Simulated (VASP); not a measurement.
An input for Quantum ESPRESSO's pw.x (written as the equivalent of a VASP run, and not itself run):

```
&CONTROL
  calculation = 'scf'
  pseudo_dir = './pseudo'
  outdir = './out'
  tprnfor = .true.
  tstress = .true.
/
&SYSTEM
  ibrav = 0
  nat = 12
  ntyp = 2
  ecutwfc = 84
  occupations = 'tetrahedra'
  input_dft = 'pbe'
/
&ELECTRONS
  conv_thr = 7.3e-09
  electron_maxstep = 100
/
ATOMIC_SPECIES
  Sb 121.760 Sb.upf
  Pt 195.084 Pt.upf
CELL_PARAMETERS angstrom
     6.5503818   -0.0000000    0.0000000
    -0.0000000    6.5503818    0.0000000
     0.0000000    0.0000000    6.5503818
ATOMIC_POSITIONS crystal
  Sb   0.6251898  0.8748102  0.1251898
  Sb   0.1251898  0.6251898  0.8748102
  Sb   0.6251898  0.6251898  0.6251898
  Sb   0.3748102  0.3748102  0.3748102
  Sb   0.8748102  0.1251898  0.6251898
  Sb   0.8748102  0.3748102  0.1251898
  Sb   0.1251898  0.8748102  0.3748102
  Sb   0.3748102  0.1251898  0.8748102
  Pt   0.0000000  0.5000000  0.5000000
  Pt   0.5000000  0.0000000  0.5000000
  Pt   0.0000000  0.0000000  0.0000000
  Pt   0.5000000  0.5000000  0.0000000
K_POINTS automatic
  5 5 5 0 0 0
```

Q: Translate this input to VASP (INCAR, KPOINTS, POSCAR, choice of POTCAR).

A: One answer among several that fit: 
### POSCAR
```
PtSb2
1
    6.5503817746    -0.0000000000     0.0000000000
   -0.0000000000     6.5503817746     0.0000000000
    0.0000000000     0.0000000000     6.5503817746
Sb Pt
8 4
Direct
  0.6251897868   0.8748102132   0.1251897868
  0.1251897868   0.6251897868   0.8748102132
  0.6251897868   0.6251897868   0.6251897868
  0.3748102132   0.3748102132   0.3748102132
  0.8748102132   0.1251897868   0.6251897868
  0.8748102132   0.3748102132   0.1251897868
  0.1251897868   0.8748102132   0.3748102132
  0.3748102132   0.1251897868   0.8748102132
  0.0000000000   0.5000000000   0.5000000000
  0.5000000000   0.0000000000   0.5000000000
  0.0000000000   0.0000000000   0.0000000000
  0.5000000000   0.5000000000   0.0000000000
```

**INCAR**
```
SYSTEM = PtSb2
PREC = Accurate
ENCUT = 400
EDIFF = 1E-7
NELM = 100
ALGO = Normal
LREAL = .FALSE.
LASPH = .TRUE.
ISMEAR = -5
GGA = PE
LMAXMIX = 6
LWAVE = .FALSE.
LCHARG = .TRUE.
LORBIT = 11
NEDOS = 601
ISIF = 2
LEFG = .TRUE.
```

File KPOINTS:
```
Automatic mesh
0
Gamma
5 5 5
0 0 0
```

POTCAR, in this order: Sb Pt (PBE.64 set). Program: vasp_std.

What does not carry over: the potentials are each code's own (VASP's PAW set, PseudoDojo norm-conserving files in pw.x), so ENCUT and ecutwfc are chosen apart and not converted; conv_thr bounds pw.x's estimated SCF error, while EDIFF bounds the energy change between steps; the field gradients of LEFG aren't asked of the other code.

The compound is PtSb2 in the pyrite structure. It was relaxed first, which changed the volume by +5 %.
